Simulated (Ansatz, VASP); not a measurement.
# Sn2TeO3 in VASP and in Ansatz

```
CELL_PARAMETERS angstrom
5.90000 0.00000 0.00000
-2.95000 5.10955 0.00000
0.00000 0.00000 3.41976
ATOMIC_POSITIONS crystal
Sn 0.33333 0.66667 0.00000
Sn 0.66667 0.33333 0.00000
Te 0.00000 0.00000 0.00000
O 0.50000 0.00000 0.50000
O 0.50000 0.50000 0.50000
O 0.00000 0.50000 0.50000
```

Change from the starting cell: species swapped into the GdCo3B2 type (P6/mmm, No. 191).

Alike in both runs: task single point; functional PBE; k mesh 3 × 3 × 6; occupations gaussian, width 0.1 eV; no spin polarisation.

```csv
,VASP,Ansatz
version,VASP 6.6.1,Ansatz 0.2.0
potentials or method,"VASP PAW PBE potentials, release 64 (Sn_d, Te, O)","scalar-relativistic, plane waves, PAW"
plane-wave cutoff (eV),520,420
valence electrons in the cell,52,62
```

```csv
,VASP,Ansatz,Ansatz less VASP
gap on the k mesh at the Fermi level (eV),none,none,-
pressure (GPa),-10.2,-10.2,-0.01
largest component of the traceless stress (GPa),14.45,14.51,+0.052
```

A gap of «none» marks a metal or a gap that the smearing closes. The two sets of potentials don't hold the same shells in valence.

Caveats: the k mesh is coarse (spacing up to 0.41 Å⁻¹), so the values aren't converged. Spin-orbit coupling is left out, which matters for the levels of Te.
